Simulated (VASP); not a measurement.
Consider the following.

```yaml
crystal:
  lattice:
    - [-2.51502, 2.51502, 2.51502]
    - [2.51502, -2.51502, 2.51502]
    - [2.51502, 2.51502, -2.51502]
  atoms:
    - { symbol: Ba, position: [0.00000, 0.00000, 0.00000] }
```

Calculation: PBE GGA, VASP's PBE PAW potentials (set 64) (plane waves; VASP). Settings: 300 eV cut-off, 12×12×12 Γ-centred mesh, Gaussian smearing of 0.10 eV, potentials Ba_sv.

Question: Give the energies of bands 5 to 8 at the high-symmetry points, in eV from the Fermi level.

Answer: 
```csv
band,Γ,H,N,P
5,-2.74,-0.53,-0.88,0.52
6,1.82,-0.53,0.70,0.52
7,1.82,4.31,1.22,0.52
8,1.82,4.31,3.18,3.75
```

It has no gap at this level: it comes out as a metal or semimetal.

The structure is a typed Ba crystal (Im-3m). The cell was not relaxed at this level.
